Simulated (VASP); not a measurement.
Data:

```
CELL_PARAMETERS angstrom
      3.53151     0.00000     0.00000
      0.00000     3.53151     0.00000
      0.00000     0.00000     3.53151
ATOMIC_POSITIONS crystal
  Al 0.00000 0.00000 0.00000
  Ni 0.00000 0.50000 0.50000
  Ni 0.50000 0.00000 0.50000
  Ni 0.50000 0.50000 0.00000
```
Starting moments (μB, in the order of the record's atoms Al Ni Ni Ni): 0.0 0.3 0.3 0.3.

Calculation: TPSS meta-GGA, VASP's PBE PAW potentials (set 64) (plane waves; VASP 6.6.1). Numerical set-up: 520 eV cut-off, 9×9×9 Γ-centred mesh, first-order Methfessel-Paxton smearing of 0.10 eV, potentials Al Ni.

Q: The job: Ni$_{3}$Al (L1_2), 4 atoms, TPSS, static run, 520 eV, 9×9×9 Γ-centred mesh. Roughly how much core time does it take on a busy server core?

A: About 10 core-minutes (one run on a shared machine, a rough figure). It had 35 irreducible k-points, 20 bands, up to 1213 plane waves and 22 electronic steps.

The compound is Ni3Al in the L1_2 structure. It was relaxed first. The spin order is the one that the start imposed; others were not tried in this run.
